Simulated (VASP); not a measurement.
Calculation: PBEsol GGA, VASP's PBE PAW potentials (set 64) (plane waves; VASP).

A VASP calculation is set up with these files.

**KPOINTS**
```
kpoints
0
gamma
  9 9 5
0 0 0
```

### POSCAR
```
YSb
1
    4.2921939507     0.0000000000     0.0000000000
   -2.1460969753     3.7171487695    -0.0000000000
   -0.0000000000     0.0000000000     7.4190650434
Y Sb
2 2
Direct
  0.0000000000   1.0000000000   1.0000000000
  0.0000000000   0.0000000000   0.5000000000
  0.3333330000   0.6666670000   0.2500000000
  0.6666670000   0.3333330000   0.7500000000
```

INCAR:
```
# general
SYSTEM  = YSb
PREC    = Accurate
ENCUT   = 400
LREAL   = .FALSE.   # projection in real space or not
LASPH   = .TRUE.   # aspherical one-centre terms

# electronic loop
EDIFF   = 1E-7
NELM    = 100
ALGO    = Normal
LMAXMIX = 4

# smearing
ISMEAR  = -5

# functional
GGA     = PS

# ions
ISIF    = 2   # forces and stress, cell fixed

# output
LWAVE   = .FALSE.
LCHARG  = .TRUE.
LORBIT  = 11
NEDOS   = 601   # DOS grid

# other
LEFG    = .TRUE.
```

POTCAR, in this order: Y_sv Sb (PBE.64 set). Program: vasp_std.

The resulting files:

### OSZICAR
```
       N       E                     dE             d eps       ncg     rms          rms(c)
DAV:   1     0.145301637258E+03    0.14530E+03   -0.12426E+04  1440   0.118E+03
DAV:   2    -0.162817003012E+02   -0.16158E+03   -0.15434E+03  1700   0.279E+02
DAV:   3    -0.280819670257E+02   -0.11800E+02   -0.11585E+02  2400   0.547E+01
DAV:   4    -0.287769565424E+02   -0.69499E+00   -0.69345E+00  1992   0.125E+01
DAV:   5    -0.287994740424E+02   -0.22518E-01   -0.22523E-01  2096   0.233E+00    0.380E+01
DAV:   6    -0.273415767124E+02    0.14579E+01   -0.34754E+00  1616   0.813E+00    0.269E+01
DAV:   7    -0.273971516716E+02   -0.55575E-01   -0.37699E+00  2108   0.830E+00    0.396E+00
DAV:   8    -0.272359981492E+02    0.16115E+00   -0.18827E+00  1624   0.610E+00    0.181E+00
DAV:   9    -0.272243339795E+02    0.11664E-01   -0.12465E-01  2016   0.180E+00    0.421E-01
DAV:  10    -0.272256241122E+02   -0.12901E-02   -0.10757E-02  2072   0.484E-01    0.541E-01
DAV:  11    -0.272243753630E+02    0.12487E-02   -0.53183E-03  1912   0.388E-01    0.962E-02
DAV:  12    -0.272244335540E+02   -0.58191E-04   -0.34709E-04  2020   0.132E-01    0.152E-02
DAV:  13    -0.272244262971E+02    0.72569E-05   -0.16814E-05  2156   0.215E-02    0.849E-03
DAV:  14    -0.272244313791E+02   -0.50820E-05   -0.92438E-07  2004   0.596E-03    0.130E-02
DAV:  15    -0.272244300721E+02    0.13070E-05   -0.43416E-07  1696   0.594E-03    0.125E-03
DAV:  16    -0.272244305565E+02   -0.48437E-06   -0.30948E-08  1072   0.119E-03    0.439E-04
DAV:  17    -0.272244307035E+02   -0.14708E-06   -0.10711E-08  1076   0.581E-04    0.313E-04
DAV:  18    -0.272244307173E+02   -0.13716E-07   -0.42980E-09  1048   0.314E-04
   1 F= -.27224431E+02 E0= -.27224431E+02  d E =0.000000E+00
```

### OUTCAR
```
------------------------ aborting loop because EDIFF is reached ----------------------------------------
  FORCE on cell =-STRESS in cart. coord.  units (eV):
  Direction    XX          YY          ZZ          XY          YZ          ZX
  --------------------------------------------------------------------------------------
  Total        0.0135048      0.0135048     -0.0418925      0.0000000      0.0000000      0.0000000
  in kB        0.1827928      0.1827927     -0.5670333      0.0000000      0.0000000      0.0000000
  external PRESSURE =      -0.0671493 kB  Pullay stress =       0.0000000 kB
  volume of cell :      118.37
      direct lattice vectors                 reciprocal lattice vectors
     4.292193951  0.000000000  0.000000000     0.232981084  0.134511700  0.000000000
    -2.146096975  3.717148770  0.000000000     0.000000000  0.269023400  0.000000000
     0.000000000  0.000000000  7.419065043     0.000000000  0.000000000  0.134787873
 POSITION                                       TOTAL-FORCE (eV/Angst)
 -----------------------------------------------------------------------------------
      0.00000      0.00000      0.00000        -0.000000      0.000000      0.000000
      0.00000      0.00000      3.70953        -0.000000      0.000000      0.000000
     -0.00000      2.47810      1.85477        -0.000000      0.000000      0.000000
      2.14610      1.23905      5.56430         0.000000     -0.000000     -0.000000
 -----------------------------------------------------------------------------------
    total drift:                               -0.000000      0.000000      0.000000
  FREE ENERGIE OF THE ION-ELECTRON SYSTEM (eV)
  ---------------------------------------------------
  free  energy   TOTEN  =       -27.2244307173 eV

  energy  without entropy=      -27.2244307173  energy(sigma->0) =      -27.22443072

 total charge

# of ion       s       p       d       f       tot
--------------------------------------------------
    1        2.187   6.335   0.938   0.026   9.486
    2        2.187   6.335   0.938   0.026   9.486
    3        1.117   1.439   0.014   0.000   2.569
    4        1.117   1.439   0.014   0.000   2.569
--------------------------------------------------
tot          6.607  15.548   1.904   0.053  24.111
```
(Selected blocks of OUTCAR.)

For a metal the tetrahedron method with Blöchl corrections gives inexact stress and forces.

The structure was generated: YSb was put into the NiAs type type (P6_3/mmc), which need not be its known phase. It was relaxed first, which changed the volume by -32 %.
